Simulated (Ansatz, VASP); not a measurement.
# SbP: VASP beside Ansatz, part 2 of 2

Wanted: the spread between two codes on one cell, functional and k mesh. The cell is generated by rule, not measured, and may not be a known phase. The cell is taken from a series of runs on this material, whose earlier steps may have relaxed, scaled, displaced or heated it; both programs get it as it stands.

VASP 6.6.1 and Ansatz 0.2.0.

So far: The structure; VASP: zone-centre phonons, PBEsol.

The structure was built from a prototype and need not be the compound's stable phase.

### Step 3. Ansatz: zone-centre phonons, PBEsol

Level of this step: Ansatz beside VASP: Kohn-Sham DFT, plane waves, PBEsol (Ansatz).

Ansatz runs on norm-conserving files, of PseudoDojo where its log says so.

The same cell, functional, mesh and smearing now go to Ansatz, which takes its cutoff from its data sets.

File input.yaml:

```yaml
crystal:
  lattice:
    - [-1.9468091114, 2.8035789022, 2.0402735234]
    - [1.9468091114, -2.8035789022, 2.0402735234]
    - [1.9468091114, 2.8035789022, -2.0402735234]
  atoms:
    - { symbol: Sb, position: [0.0154162802, 0.0154162802, 0.0] }
    - { symbol: P, position: [0.4428378563, 0.9428378563, 0.5] }
kpoints:
  mp_grid: { grid: [14, 14, 14] }
hamiltonian:
  xc: pbesol
  pseudopotentials: { kind: nc }
scf:
  occupations: { method: methfessel_paxton, width: 0.15 }
output:
  eigenvalues: true
phonons:
  method: dfpt
```

Started as:

```bash
$ ansatz run input.yaml --threads 4 --pin off --max-ram 7168MiB --backend cpu --events-out ev --progress --plain --runs-dir out
```

Numbers of over 12 decimals in the logs are rounded to 6 here.

The log of the run:

```text
zone centre: on kpoints.mp_grid the ground state, and the responses unless they are solved on pairs of k-points, stand on 428 of the mesh's 2744 k-points, reduced under 4 symmetry operations, with k and −k counted as one. Each operation leaves every solved displacement unchanged or reverses it
Engine: ansatz 0.2.0, aarch64-unknown-linux-gnu
Pseudopotentials: kind: nc
Pseudopotential: Sb, nc, valence charge 15, recommended cutoff 1088.45545 eV (normal), Sb.nc.azcp (PseudoDojo's, or run here from an input of PseudoDojo's: the run reads no file of this project's for it)
Pseudopotential: P, nc, valence charge 5, recommended cutoff 598.650497 eV (normal), P.nc.azcp (PseudoDojo's, or run here from an input of PseudoDojo's: the run reads no file of this project's for it)
Functional definition: PBEsol
  exchange = pbesol_x
  correlation = pbesol_c
Crystal: 2 atoms, lattice volume = 44.544 Å³
Basis set: ecut = 1088.45545 eV, 3631 PW (Γ), exchange–correlation on 90×90×90 points (8 copies of the dense FFT grid, shifted against one another)
Bands: 14, of which v1, the nominal top of the filled ones, is band 10 counted from 1 (9 counted from 0)
Symmetry: 4 space group operations
k-points: 428 of 2744 (time reversal used)
Non-local potential: Sb, projectors of the file, l = 0: 2, l = 1: 2, l = 2: 2, l = 3: 2
Non-local potential: P, projectors of the file, l = 0: 2, l = 1: 2, l = 2: 2
Initial density: superposition of atomic densities (chi_scale 0.1, normalization cell, long waves kept (reshape's long-wave potential 0.00 eV rms))
Initial wavefunctions: pseudopotential atomic-orbital guess
Functional: x = pbesol(κ = 0.804, μ = 0.123457), c = pbesol(β = 0.046)
SCF iter   1: F=—  HF=-2658.112302 eV  |F-HF|=—  |Δ(HF+E_count)|=         —  Δρ=2.66e-2  dr2=4.56e-1  ethr=3.10e-3  ⟨swp⟩=6.3  Hψ=37274  notcnv=0
preconditioner: auto → Kerker (q_TF=auto, 2.387 Å⁻¹)  [metal: Δε(μ)=0.065 eV  Ē_g=9.614 eV  σ=0.150 eV  W_gap=0.34  n_scr=14 (ndim 8)  ℏωp=17.6 eV  f_vac=0.000  D(μ)=0.10/eV (n_scr^D=0)]
SCF iter   2: F=—  HF=-2658.024483 eV  |F-HF|=—  |Δ(HF+E_count)|=   8.78e-2  S|Δr|=    0.00e0  Δρ=1.51e-2  dr2=1.24e-1  ethr=2.28e-3  ⟨swp⟩=1.0  Hψ=9434  notcnv=0
SCF iter   3: F=—  HF=-2657.997085 eV  |F-HF|=—  |Δ(HF+E_count)|=   2.74e-2  S|Δr|=    0.00e0  Δρ=2.79e-3  dr2=2.95e-3  ethr=6.22e-4  ⟨swp⟩=2.2  Hψ=7970  notcnv=0
SCF iter   4: F=—  HF=-2657.997716 eV  |F-HF|=—  |Δ(HF+E_count)|=   6.32e-4  S|Δr|=    0.00e0  Δρ=7.14e-4  dr2=2.32e-4  ethr=1.47e-5  ⟨swp⟩=2.7  Hψ=10525  notcnv=0
SCF iter   5: F=—  HF=-2657.997736 eV  |F-HF|=—  |Δ(HF+E_count)|=   2.01e-5  S|Δr|=    0.00e0  Δρ=2.65e-4  dr2=2.99e-5  ethr=1.16e-6  ⟨swp⟩=2.2  Hψ=8816  notcnv=0
SCF iter   6: F=—  HF=-2657.997739 eV  |F-HF|=—  |Δ(HF+E_count)|=   2.63e-6  S|Δr|=    0.00e0  Δρ=4.74e-5  dr2=9.07e-7  ethr=1.50e-7  ⟨swp⟩=2.2  Hψ=9834  notcnv=0
SCF iter   7: F=—  HF=-2657.997765 eV  |F-HF|=—  |Δ(HF+E_count)|=   2.58e-5  S|Δr|=    0.00e0  Δρ=1.24e-5  dr2=4.50e-8  ethr=4.54e-9  ⟨swp⟩=2.5  Hψ=9300  notcnv=0
SCF iter   8: F=—  HF=-2657.997765 eV  |F-HF|=—  |Δ(HF+E_count)|=   1.26e-8  S|Δr|=    0.00e0  Δρ=1.70e-6  dr2=1.25e-9  ethr=2.25e-10  ⟨swp⟩=2.5  Hψ=10236  notcnv=0
SCF iter   9: F=—  HF=-2657.997765 eV  |F-HF|=—  |Δ(HF+E_count)|=  1.24e-10  S|Δr|=    0.00e0  Δρ=3.23e-7  dr2=3.81e-11  ethr=6.24e-12  ⟨swp⟩=3.0  Hψ=10396  notcnv=0
SCF iter  10: F=-2657.997765 eV  HF=-2657.997765 eV  |F-HF|=1.36e-12  |Δ(HF+E_count)|=  9.09e-13  S|Δr|=    0.00e0  Δρ=8.62e-8  dr2=2.35e-12  ethr=1.00e-12  ⟨swp⟩=7.5  Hψ=32835  notcnv=0
SCF 1 converged in 10 iterations: F = -2657.997765 eV  dr2 = 2.35e-12
DFPT response loops at Γ: preconditioner auto → Kerker (q_TF=auto, 2.387 Å⁻¹) (partly filled bands, converged f_vac=0.000); β = 1.00, the filter's whole step (`scf.mixing.beta` (0.50) is not read by the response loops under this deck's `scf.mixing.preconditioner`; to damp them name `kerker` or `kerker_dos`, under which they read `scf.mixing.beta`, and type it under 1.00, their step now; both keys bind the ground state too); Broyden in place of MSR1
SCF converged after 10 iterations
Stability not checked: this state was not tested for a lower state beside it, because cold or Methfessel-Paxton smearing, or corrected tetrahedra, fill the levels in a way that the test cannot read (fill_not_monotonic; see scf.lower_state_search)
Free energy (F): -2657.997765 eV
Harris-Foulkes:  -2657.997765 eV  (|F-HF|=1.36e-12)
Internal energy: -2657.998266 eV  (E = F + TS)
E sigma→0 (E₀):  -2657.997890 eV
Entropy (-TS):   0.000501 eV (0.251 meV/atom)
Fermi energy:    10.663246 eV
--- Per-component energies (eV) ---
  E_band       = -140.824505
  E_kinetic    = 1518.686252
  E_local      = -1183.109684  (includes V_loc(G=0)·N_el)
  E_nonlocal   = -1272.777603
  E_hartree    = 617.083423
  E_xc         = -666.894740
  E_vxc        = -437.790278  (∫ρ·V_xc dr)
  E_ewald      = -1670.985914
  E_smearing   = 0.000501  (= −TS)
  E_closure    = -0.000000  (closes the sum)
  Σ components = -2657.997765   (vs F -2657.997765, Δ=0.00e0)
--- Band table (eV; the first three rows and the last of 428) ---
  k-point 0: bands = [... 6 lower, 6.5757, 8.3516, 8.5267, 8.6093, 13.4843, 13.7063, 14.4460, 15.8027]
  k-point 1: bands = [... 6 lower, 6.1241, 8.3459, 8.5517, 8.8600, 13.3614, 13.6327, 14.1909, 15.6435]
  k-point 2: bands = [... 6 lower, 5.1805, 8.3356, 8.5161, 9.3318, 13.0171, 13.2243, 13.6043, 15.4983]
  k-point 427: bands = [... 6 lower, 3.0672, 3.8345, 6.3194, 6.4413, 11.9125, 16.4492, 17.1437, 17.9653]
--- Phonons (Γ-DFPT): 6 representative perturbations + reference, on 428 of 2744 k-points (Σ response iterations 20) ---
  k mesh reduced under 4 symmetry operations, with k and −k counted as one. Each operation leaves every solved displacement unchanged or reverses it
  ASR residual: 1.314e-4 → 0.000e0 eV/Å²; symmetrization residual: 9.060e-6 eV/Å²
  ASR residual per site (eV/Å²): 1.31e-4 2.54e-5
  Γ frequencies (cm⁻¹): -41.50 0.00 0.00 0.00 177.76 233.50
  non-analytic LO–TO correction: not included (Born effective charges unavailable; polar crystals: no LO–TO splitting at Γ)
```

### Step 4. Comparison

Known differences besides the potentials themselves: the data sets hold 20 valence electrons in Ansatz (on norm-conserving files, of PseudoDojo where its log says so) and 10 in VASP; the cutoff is 1088.46 eV in Ansatz and 500 eV in VASP. Total energies have different zeros and are not compared.

Both answers:

```
                                              quantity  Ansatz   VASP  difference
optical mode 1 (imaginary, printed as negative) (cm⁻¹)   -41.5  -24.1       -17.4
                                 optical mode 2 (cm⁻¹)   177.8  182.4     -2.53 %
                                 optical mode 3 (cm⁻¹)   233.5  238.0     -1.90 %
```

Modes are paired by rising frequency, not by their patterns, so a pair may set unlike modes beside each other; they are those without the splitting of longitudinal modes.

### Step 5. What the set-up changes

Further runs change the set-up of one program: Ansatz's method, potentials or start, or VASP's data sets, cutoff or form of LDA. The table gives Ansatz less VASP for each quantity, since a change that brings one quantity closer may part another.

```
                                  run  optical mode 1 (imaginary, printed as negative) (cm⁻¹)  optical mode 2 (%)  optical mode 3 (%)
                             as above                                                     -17                -2.5                -1.9
VASP with the data sets Sb_d_GW and P                                                   0.096              -0.059               -0.24
```

### Step 6. Summary of results

| Property | Result |
| --- | --- |
| r.m.s. difference of the optical zone-centre modes, each program's sorted by frequency (zone-centre phonons, PBEsol) | 11 cm⁻¹ |
| difference in optical mode 2 (zone-centre phonons, PBEsol) | -2.5 % |

The r.m.s. difference of the optical zone-centre modes, each program's sorted by frequency is 11 cm⁻¹ (zone-centre phonons, PBEsol). The data sets hold unlike numbers of valence electrons (20 in Ansatz and 10 in VASP), so part of the differences comes from the potentials. Among the rows given in per cent, the largest difference of the zone-centre phonons, PBEsol pair is in optical mode 2, -2.5 %. Zone-centre phonons, PBEsol, VASP with the data sets Sb_d_GW and P: the difference in optical mode 1 (imaginary, printed as negative) goes from -17 to 0.096 cm⁻¹; the difference in optical mode 2 goes from -2.5 to -0.059 %; the difference in optical mode 3 goes from -1.9 to -0.24 %. Such differences can come from data sets, numerical settings and the points named under the comparisons, not from the functional's error against experiment.

[Lines on the potential files, build, host, timing and source positions are cut from VASP's logs without a mark.]

[Logs are printed without paths, hosts, clocks, repeated set-up lines and the standing remarks that a program may print on its own settings, such as how far it seeks lower states.]

[Hosts, paths, dates, database ids (printed as entryN), source tags and the programs' standing remarks are cut or masked in the printed files.]
